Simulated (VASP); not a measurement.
Consider the following.

```
Cs
1.0
   -2.98534     2.98534     2.98534
    2.98534    -2.98534     2.98534
    2.98534     2.98534    -2.98534
Cs
1
Direct
  0.00000   0.00000   0.00000
```

The numbers are results of rev-vdW-DF2, VASP's PBE PAW potentials (set 64) (plane waves; VASP), not measurements. Run with 520 eV cut-off, Gaussian smearing of 0.050 eV, potentials Cs_sv.

Unless said otherwise, spin-orbit coupling is left out, though it shifts the bands of the heavy elements here.

**Question.** Estimate the band gap (along the path) with the smallest direct gap where there is one.

**Answer.** 
* **band gap (along the path)**: none (metal, semimetal or under 0.01 eV)

The absolute energy has meaning only against runs of the same code, potentials and settings.

The compound is Cs in the bcc structure. It was relaxed first, which changed the volume by -6 %.
